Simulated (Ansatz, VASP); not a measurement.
**GaP: VASP beside Ansatz**

One calculation is typed for both programs; each brings its own data sets. How far apart do they land? The cell is taken from a series of runs on this material, whose earlier steps may have relaxed, scaled, displaced or heated it; both programs get it as it stands.

Calculated with Ansatz 0.2.0; plane waves, with VASP 6.6.1 beside it; zone-centre phonons at LDA.

**1. Set-up**

The structure is cubic, space group F-43m (No. 216). Conventional cell: a = 5.319 Å, b = 5.319 Å, c = 5.319 Å, α = 90.00°, β = 90.00°, γ = 90.00°. P has 4 Ga at 2.30 Å nearest. Nearest to Ga lie 4 P at 2.30 Å. Farther neighbours are not listed.

**2. Ansatz: zone-centre phonons, LDA, pair 1**

Ansatz runs on its PAW soft_1 files.

Second derivatives magnify differences that forces hide, and they need a tight electronic threshold.

input.yaml

```yaml
crystal:
  lattice:
    - [0.0, 2.6592727922, 2.6592727922]
    - [2.6592727922, 0.0, 2.6592727922]
    - [2.6592727922, 2.6592727922, 0.0]
  atoms:
    - { symbol: P, position: [0.75, 0.75, 0.75] }
    - { symbol: Ga, position: [0.0, 0.0, 0.0] }
kpoints:
  mp_grid: { grid: [12, 12, 12] }
hamiltonian:
  xc: lda
  pseudopotentials: { kind: paw, azcp: { folder: soft_1 }, xc_functional: pbe }
scf:
  occupations: { method: fixed }
output:
  eigenvalues: true
phonons:
  method: dfpt
  dielectric: true
  rigid_motions: translations
```

Command:

```
$ ansatz run input.yaml --threads 4 --pin off --max-ram 10240MiB --backend cpu --events-out ev --progress --plain --runs-dir out
```

Numbers of over 12 decimals in the logs are rounded to 6 here.

Output:

```text
Engine: ansatz 0.2.0, aarch64-unknown-linux-gnu
Pseudopotentials: kind: paw
Pseudopotential: P, paw, valence charge 5, recommended cutoff 420 eV (normal), soft_1/P.paw.azcp
Pseudopotential: Ga, paw, valence charge 13, recommended cutoff 420 eV (normal), soft_1/Ga.paw.azcp
Functional definition: SPW92
  exchange = slater_x
  correlation = pw_c
Crystal: 2 atoms, lattice volume = 37.611 Å³
Basis set: ecut = 420 eV, 725 PW (Γ), exchange–correlation on 54×54×54 points (8 copies of the dense FFT grid, shifted against one another)
Bands: 13, of which v1, the nominal top of the filled ones, is band 9 counted from 1 (8 counted from 0)
Symmetry: 24 space group operations
k-points: 280 of 1728 (irreducible under 4 space group operations, time reversal used)
Non-local potential: P, projectors of the file, l = 0: 2, l = 1: 2, l = 2: 1
Non-local potential: Ga, projectors of the file, l = 0: 2, l = 1: 2, l = 2: 3, l = 3: 1
PAW form: soft (Blöchl's): semilocal exchange-correlation on the pseudo side does not see the compensation charge
PAW frozen core: P, regenerated for the run's functional, and the local potential with it (the file was generated under x = pbe(κ = 0.804, μ = 0.219515), c = pbe(β = 0.066725))
PAW frozen core: Ga, regenerated for the run's functional, and the local potential with it (the file was generated under x = pbe(κ = 0.804, μ = 0.219515), c = pbe(β = 0.066725))
PAW one-centre angular grid: P, 110 points (default); XC on 64 Gauss nodes
PAW one-centre angular grid: Ga, 590 points (default); XC on 64 Gauss nodes
Initial density: superposition of atomic densities (chi_scale 0.1, normalization cell, long waves kept (reshape's long-wave potential 0.00 eV rms))
Initial wavefunctions: pseudopotential atomic-orbital guess
Functional: x = slater, c = lda
SCF iter   1: F=—  HF=-4433.963962 eV  |F-HF|=—  |Δ(HF+E_count)|=         —  Δρ=4.67e-2  dr2=7.02e-1  ethr=3.10e-3  ⟨swp⟩=5.0  Hψ=19662  notcnv=0  defer=523
preconditioner: auto → none  [insulator: Δε(μ)=1.789 eV  Ē_g=15.688 eV  n_scr=14 (ndim 8)  ℏωp=25.7 eV  f_vac=0.000  ε∞_Penn≈3.7]
SCF iter   2: F=—  HF=-4433.771581 eV  |F-HF|=—  |Δ(HF+E_count)|=   1.92e-1  Δρ=2.08e-2  dr2=9.17e-2  ethr=3.10e-3  ⟨swp⟩=2.1  Hψ=6816  notcnv=0  defer=521
SCF iter   3: F=—  HF=-4433.757515 eV  |F-HF|=—  |Δ(HF+E_count)|=   1.41e-2  Δρ=5.18e-3  dr2=9.23e-3  ethr=5.10e-4  ⟨swp⟩=3.0  Hψ=6735  notcnv=0  defer=537
SCF iter   4: F=—  HF=-4433.754127 eV  |F-HF|=—  |Δ(HF+E_count)|=   3.39e-3  Δρ=2.50e-3  dr2=8.55e-4  ethr=5.13e-5  ⟨swp⟩=2.9  Hψ=7171  notcnv=0  defer=546
SCF iter   5: F=—  HF=-4433.753760 eV  |F-HF|=—  |Δ(HF+E_count)|=   3.67e-4  Δρ=5.70e-4  dr2=4.44e-5  ethr=4.75e-6  ⟨swp⟩=2.0  Hψ=6736  notcnv=0  defer=546
SCF iter   6: F=—  HF=-4433.753761 eV  |F-HF|=—  |Δ(HF+E_count)|=   1.40e-6  Δρ=3.09e-5  dr2=2.21e-7  ethr=2.47e-7  ⟨swp⟩=2.3  Hψ=4468  notcnv=0  defer=387
SCF iter   7: F=—  HF=-4433.753761 eV  |F-HF|=—  |Δ(HF+E_count)|=   2.33e-7  Δρ=6.05e-6  dr2=6.71e-9  ethr=1.23e-9  ⟨swp⟩=2.0  Hψ=6159  notcnv=0  defer=208
SCF iter   8: F=-4433.753761 eV  HF=-4433.753761 eV  |F-HF|=1.46e-11  |Δ(HF+E_count)|=  5.64e-10  Δρ=2.78e-7  dr2=1.30e-11  ethr=1.00e-12  ⟨swp⟩=8.8  Hψ=29066  notcnv=0
SCF 1 converged in 8 iterations: F = -4433.753761 eV  dr2 = 1.30e-11
  greatest PAW one-centre occupation: 0.994 electrons in one spin orbital (limit 2), on the Ga atom at site 1 (counted from 0), in its partial waves of l = 2
NSCF: frozen V_eff on 1 k-points
DFPT response loops at Γ: preconditioner auto → none (the input reference at scf.mixing.eps_inf says where Resta's filter doesn't serve); β = 0.50; Broyden in place of MSR1
── the response to a field inside a basis, on 12×12×12 k-points: an SCF that follows is theirs, and a resumed run solves both again ──
Bands: 10, of which v1, the nominal top of the filled ones, is band 9 counted from 1 (8 counted from 0)
k-points: 182 of 1728 (irreducible under 6 space group operations, time reversal used)
Initial density: handed on by an earlier stage of this run
Initial wavefunctions: pseudopotential atomic-orbital guess (no wavefunctions were taken with the density)
Eigensolver: Dense (182 Hₖ)
SCF iter   1: F=—  HF=-4433.753035 eV  |F-HF|=—  |Δ(HF+E_count)|=         —  Δρ=1.36e-4  dr2=2.47e-6  ethr=1.00e-1
preconditioner: auto → none  [insulator: Δε(μ)=1.414 eV  Ē_g=13.421 eV  n_scr=14 (ndim 8)  ℏωp=25.7 eV  f_vac=0.001  ε∞_Penn≈4.7]
SCF iter   2: F=—  HF=-4433.753034 eV  |F-HF|=—  |Δ(HF+E_count)|=   7.97e-7  Δρ=1.01e-4  dr2=1.53e-6  ethr=1.37e-8
SCF iter   3: F=—  HF=-4433.753034 eV  |F-HF|=—  |Δ(HF+E_count)|=   2.57e-7  Δρ=2.67e-5  dr2=2.41e-7  ethr=8.52e-9
SCF iter   4: F=-4433.753034 eV  HF=-4433.753034 eV  |F-HF|=1.73e-9  |Δ(HF+E_count)|=   3.04e-7  Δρ=3.18e-6  dr2=2.47e-9  ethr=1.34e-9
SCF 1 converged in 4 iterations: F = -4433.753034 eV  dr2 = 2.47e-9
DFPT response loops at Γ: mixed as the last ones told, above
WARN: field response: ε∞ stands inside a basis, on 12×12×12 points; the force constants stand on the 12×12×12 k-mesh, whose period is 13.71 times the interband length at k = (0.0000, 0.0000, 0.0000), direct gap 2.225 eV, under 14: take them and everything formed from them as unconverged, and compare with a denser kpoints.mp_grid
SCF converged after 8 iterations
Free energy (F): -4433.753761 eV
Harris-Foulkes:  -4433.753761 eV  (|F-HF|=1.46e-11)
Internal energy: -4433.753761 eV  (E = F + TS)
E sigma→0 (E₀):  -4433.753761 eV
Fermi energy:    7.789033 eV
--- Per-component energies (eV) ---
  E_band       = -50.847071
  E_kinetic    = 183.507710
  E_local      = -1631.225359  (includes V_loc(G=0)·N_el)
  E_nonlocal   = -57.042733
  E_hartree    = 996.155440
  E_xc         = -136.652459
  E_vxc        = -119.480377  (∫ρ·V_xc dr)
  E_paw        = -2445.130034  (= ΣΔE_a)
  E_vpaw       = -418.916933  (= ΣTr[D̂ρ^β])
  E_aug_tail   = -0.000174  (compensation charges beyond the density's cutoff)
  E_ewald      = -1345.211986
  E_core_change = 1.845833  (= ΣΔE_core)
  E_smearing   = -0.000000  (= −TS)
  E_closure    = 0.000000  (closes the sum)
  Σ components = -4433.753761   (vs F -4433.753761, Δ=0.00e0)
--- Band table (eV; the first three rows and the last of 280) ---
  k-point 0: bands = [... 5 lower, -5.3058, 7.7890, 7.7890, 7.7890, 10.0140, 11.5509, 11.5509, 11.5509]
  k-point 1: bands = [... 5 lower, -5.2058, 6.8650, 7.6619, 7.6619, 10.4246, 11.7401, 11.7401, 11.8263]
  k-point 2: bands = [... 5 lower, -4.9132, 5.2826, 7.3671, 7.3671, 10.3498, 12.1539, 12.1539, 12.9612]
  k-point 279: bands = [... 5 lower, -1.8280, 0.8191, 3.8077, 3.9442, 12.3976, 12.8680, 13.7766, 13.9654]
--- Phonons (Γ-DFPT): 2 representative perturbations + reference, on 280 of 1728 k-points (Σ response iterations 6) ---
  k mesh reduced under 4 symmetry operations, with k and −k counted as one. Each operation leaves every solved perturbation unchanged. A smaller set is not considered because the run solves the response to a homogeneous field
  ASR residual: 9.822e-5 → 0.000e0 eV/Å²; symmetrization residual: 1.906e-6 eV/Å²
  ASR residual per site (eV/Å²): 9.82e-5 4.47e-5
  Γ frequencies (cm⁻¹): 0.00 0.00 0.00 383.58 383.58 383.58
  ε∞ (high-frequency dielectric tensor):
       10.377266    -0.000000     0.000000
       -0.000000    10.377266     0.000000
        0.000000     0.000000    10.377266
  ε⁰ (static dielectric tensor: ions relaxed, cell fixed):
       12.002939    -0.000000    -0.000000
       -0.000000    12.002939    -0.000000
       -0.000000    -0.000000    12.002939
  ε⁰ − ε∞ (ionic part):
        1.625673     0.000000    -0.000000
        0.000000     1.625673    -0.000000
       -0.000000    -0.000000     1.625673
  softest optical mode at Γ: 383.58 cm⁻¹; the repairs (sum rule, projections) moved no ω² at Γ by more than (0.98 cm⁻¹)²
  Born effective charges Z* (e; rows j = field, columns β = displacement):
    site 0:
        -1.98013   -0.00000    0.00000
         0.00000   -1.98013   -0.00000
        -0.00000   -0.00000   -1.98013
    site 1:
         1.98013    0.00000   -0.00000
        -0.00000    1.98013    0.00000
         0.00000    0.00000    1.98013
  Z* charge neutrality: 1.400e-4 e pre-enforcement
  solved inside a basis spanned on kpoints, on 12×12×12 k-points, its susceptibility summed on 16×16×16: ε∞ is read to err by 2.9e-2, Z* by 1.4e-2 e (field_mesh: kpoints solves on kpoints); Z* is corrected for what the basis lacks
  optical modes at Γ without the LO–TO term, one row a degenerate level:
      ω (cm⁻¹)  modes    IR ((D/Å)²/amu)
        383.58      3            12.6537
  optical modes at Γ + LO–TO along q̂ = [1.0000, 0.0000, 0.0000]:
      ω (cm⁻¹)  modes    IR ((D/Å)²/amu)
        383.58      2             8.4358
        412.53      1             4.2179
  optical modes at Γ + LO–TO along q̂ = [0.0000, 1.0000, 0.0000]:
      ω (cm⁻¹)  modes    IR ((D/Å)²/amu)
        383.58      2             8.4358
        412.53      1             4.2179
  optical modes at Γ + LO–TO along q̂ = [0.0000, 0.0000, 1.0000]:
      ω (cm⁻¹)  modes    IR ((D/Å)²/amu)
        383.58      2             8.4358
        412.53      1             4.2179
```

In the SCF lines HF is the Harris–Foulkes energy and dr2 the Hartree energy of the density residual, in eV; the loop may stop once dr2 is under the threshold and the program's other checks hold. Hψ counts applications of the Hamiltonian.

[end of part 1 of 3]

[Lines on the potential files, build, host, timing and source positions are cut from VASP's logs without a mark.]

[Logs are printed without paths, hosts, clocks, repeated set-up lines and the standing remarks that a program may print on its own settings, such as how far it seeks lower states.]

[Hosts, paths, dates, database ids (printed as entryN), source tags and the programs' standing remarks are cut or masked in the printed files.]
